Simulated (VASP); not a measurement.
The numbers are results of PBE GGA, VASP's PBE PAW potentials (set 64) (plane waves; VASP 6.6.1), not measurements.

Input for VASP

**KPOINTS**
```
Automatic mesh
0
Gamma
9 9 9
0 0 0
```

**INCAR**
```
LASPH = .TRUE.   ! aspherical one-centre terms
NELM = 100
SIGMA = 0.1
LWAVE = .FALSE.
LCHARG = .FALSE.
ISMEAR = 1   ! Methfessel-Paxton
LMAXMIX = 4
ALGO = Normal
ENCUT = 400
ISIF = 2   ! forces and stress, cell fixed
GGA = PE   ! PBE
EDIFF = 1E-6
LREAL = Auto   ! projection in real space or not
PREC = Accurate
SYSTEM = NiSi2
```

### POSCAR
```
NiSi2
1
    0.0000000000     2.7591000000     2.7591000000
    2.7591000000     0.0000000000     2.7591000000
    2.7591000000     2.7591000000     0.0000000000
Si Ni
2 1
Direct
  0.2500000000   0.2500000000   0.2500000000
  0.7500000000   0.7500000000   0.7500000000
  0.0000000000   0.0000000000   0.0000000000
```

POTCAR, in this order: Si Ni (PBE.64 set). Program: vasp_std.

The resulting files:

### OSZICAR
```
       N       E                     dE             d eps       ncg     rms          rms(c)
DAV:   1     0.600282346114E+02    0.60028E+02   -0.66454E+03   918   0.112E+03
DAV:   2    -0.161075134059E+02   -0.76136E+02   -0.71459E+02   960   0.222E+02
DAV:   3    -0.192323693103E+02   -0.31249E+01   -0.30631E+01  1135   0.519E+01
DAV:   4    -0.192972452949E+02   -0.64876E-01   -0.64579E-01  1071   0.725E+00
DAV:   5    -0.192990799970E+02   -0.18347E-02   -0.18344E-02  1156   0.127E+00    0.160E+01
DAV:   6    -0.246602213553E+02   -0.53611E+01   -0.55573E+01   988   0.184E+02    0.265E+01
DAV:   7    -0.175216912145E+02    0.71385E+01   -0.16369E+01  1095   0.114E+02    0.435E+00
DAV:   8    -0.173826287267E+02    0.13906E+00   -0.24483E+00  1305   0.272E+01    0.229E+00
DAV:   9    -0.173525805019E+02    0.30048E-01   -0.23264E-01  1206   0.824E+00    0.518E-01
DAV:  10    -0.173523578840E+02    0.22262E-03   -0.44313E-03  1220   0.780E-01    0.312E-01
DAV:  11    -0.173523798354E+02   -0.21951E-04   -0.83752E-04  1081   0.366E-01    0.328E-02
DAV:  12    -0.173524114831E+02   -0.31648E-04   -0.52143E-05  1138   0.852E-02    0.237E-02
DAV:  13    -0.173524144514E+02   -0.29682E-05   -0.37586E-05  1057   0.119E-01    0.113E-02
DAV:  14    -0.173524148784E+02   -0.42701E-06   -0.18076E-06   842   0.196E-02
   1 F= -.17352415E+02 E0= -.17352681E+02  d E =0.797408E-03
```

**OUTCAR**
```
------------------------ aborting loop because EDIFF is reached ----------------------------------------
  FORCE on cell =-STRESS in cart. coord.  units (eV):
  Direction    XX          YY          ZZ          XY          YZ          ZX
  --------------------------------------------------------------------------------------
  Total       -1.3398501     -1.3398501     -1.3398501      0.0000000     -0.0000000      0.0000000
  in kB      -51.1015956    -51.1015956    -51.1015956      0.0000000     -0.0000000      0.0000000
  external PRESSURE =     -51.1015956 kB  Pullay stress =       0.0000000 kB
  volume of cell :       42.01
      direct lattice vectors                 reciprocal lattice vectors
     0.000000000  2.759100000  2.759100000    -0.181218513  0.181218513  0.181218513
     2.759100000  0.000000000  2.759100000     0.181218513 -0.181218513  0.181218513
     2.759100000  2.759100000  0.000000000     0.181218513  0.181218513 -0.181218513
 POSITION                                       TOTAL-FORCE (eV/Angst)
 -----------------------------------------------------------------------------------
      1.37955      1.37955      1.37955         0.000000      0.000000      0.000000
      4.13865      4.13865      4.13865        -0.000000     -0.000000     -0.000000
      0.00000      0.00000      0.00000         0.000000      0.000000      0.000000
 -----------------------------------------------------------------------------------
    total drift:                               -0.000000     -0.000000      0.000000
  FREE ENERGIE OF THE ION-ELECTRON SYSTEM (eV)
  ---------------------------------------------------
  free  energy   TOTEN  =       -17.3524148784 eV

  energy  without entropy=      -17.3532122861  energy(sigma->0) =      -17.35268068
```
(Selected blocks of OUTCAR.)

The compound is NiSi2 in the fluorite structure. The cell was not relaxed at this level. The run is one of a series of settings (LREAL = Auto against the base run), some of them coarse on purpose. The run is not spin-polarised, so no magnetic state was tried.
